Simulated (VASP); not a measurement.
Data:

```xyz
3
Lattice="0.0000 2.7217 2.7217 2.7217 0.0000 2.7217 2.7217 2.7217 0.0000" Properties=species:S:1:pos:R:3 pbc="T T T"
Cd     0.0000     0.0000     0.0000
F      1.3609     1.3609     1.3609
F      4.0826     4.0826     4.0826
```

All values below come from optB88-vdW, VASP's PBE PAW potentials (set 64) (plane waves; VASP 6.6.1). Numerical set-up: 520 eV cut-off, 8×8×8 Γ-centred mesh, tetrahedra with Blöchl corrections, potentials Cd F.

**Question.** Tabulate the total density of states (states/eV per cell) against energy (eV; zero at the valence-band maximum or, without a gap, the Fermi level).

**Answer.** 
(E (eV), DOS (states/eV)): (-9.98, 0.00); (-9.26, 0.00); (-8.66, 0.00); (-7.94, 0.00); (-7.22, 0.00); (-6.62, 0.00); (-5.90, 0.00); (-5.18, 9.61); (-4.58, 9.25); (-3.86, 0.00); (-3.14, 3.04); (-2.54, 2.08); (-1.82, 5.46); (-1.10, 2.44); (-0.50, 11.0); (0.22, 0.00); (0.94, 0.00); (1.54, 0.00); (2.26, 0.00); (2.98, 0.00); (3.58, 0.07); (4.30, 0.13); (5.02, 0.22); (5.62, 0.32); (6.34, 0.51)
Within 2 eV below the valence-band maximum the largest weight inside VASP's projection spheres is F p.

The compound is CdF2 in the fluorite structure. It was relaxed first.
